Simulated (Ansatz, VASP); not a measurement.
GeW: VASP beside Ansatz

Contents of POSCAR:

```
GeW
1.0
    0.0000000000      2.3375057368      2.3375057368
    2.3375057368      0.0000000000      2.3375057368
    2.3375057368      2.3375057368      0.0000000000
W Ge
1 1
Direct
    0.0000000000      0.0000000000      0.0000000000
    0.5000000000      0.5000000000      0.5000000000
```

INCAR.step1

```
ALGO = Normal
EDIFF = 1E-4
ENCUT = 520
GGA = PE
ISMEAR = -1
LASPH = T
LCHARG = F
LREAL = F
LWAVE = T
NBANDS = 21
NELM = 80
PREC = Accurate
SIGMA = 0.1
```

Contents of INCAR.step2:

```
ALGO = Normal
EDIFF = 1E-7
ENCUT = 520
ISIF = 2
ISMEAR = -1
ISTART = 1
LASPH = T
LCHARG = F
LMIXTAU = T
LREAL = F
LWAVE = F
METAGGA = R2SCAN
NBANDS = 21
NELM = 80
PREC = Accurate
SIGMA = 0.1
```

Contents of KPOINTS:

```
k-points
0
Gamma
  13 13 13
```

Input for Ansatz:

```yaml
crystal:
  lattice:
    - [0.0, 2.3375057368, 2.3375057368]
    - [2.3375057368, 0.0, 2.3375057368]
    - [2.3375057368, 2.3375057368, 0.0]
  atoms:
    - { symbol: W, position: [0.0, 0.0, 0.0] }
    - { symbol: Ge, position: [0.5, 0.5, 0.5] }
kpoints:
  mp_grid: { grid: [13, 13, 13] }
scf:
  occupations: { method: fermi_dirac, width: 0.1 }
hamiltonian:
  xc: r2scan
  pseudopotentials: { kind: paw }
output:
  forces: true
  stress: true
  eigenvalues: true
  populations: true
  write_density: true
  write_potential: true
  elf: true
  volumetric_format: npy
```

Change from the starting cell: volume scaled by 0.76, PAW files.

Alike in both runs: task single point; functional r2SCAN; k mesh 13 × 13 × 13; occupations fermi-dirac, width 0.1 eV; no spin polarisation.

|  | VASP | Ansatz |
| --- | --- | --- |
| version | VASP 6.6.1 | Ansatz 0.2.0 |
| potentials or method | VASP PAW PBE potentials, release 64 (W_sv, Ge_d) | PAW with Ansatz's default frozen-core files, scalar-relativistic |
| plane-wave cutoff (eV) | 520 | 500 |
| valence electrons in the cell | 28 | 28 |

```tsv
	VASP	Ansatz	Ansatz less VASP
pressure (GPa)	93.0	91.8	-1.20
```

Caveats: the cell as given lies far from equilibrium; so large a pressure means that the cell lies far from this level's equilibrium, or that cutoff or potentials fall short (VASP); the potentials were made for another functional, which shifts forces and pressure (VASP). Spin-orbit coupling is left out, which matters for the levels of W.
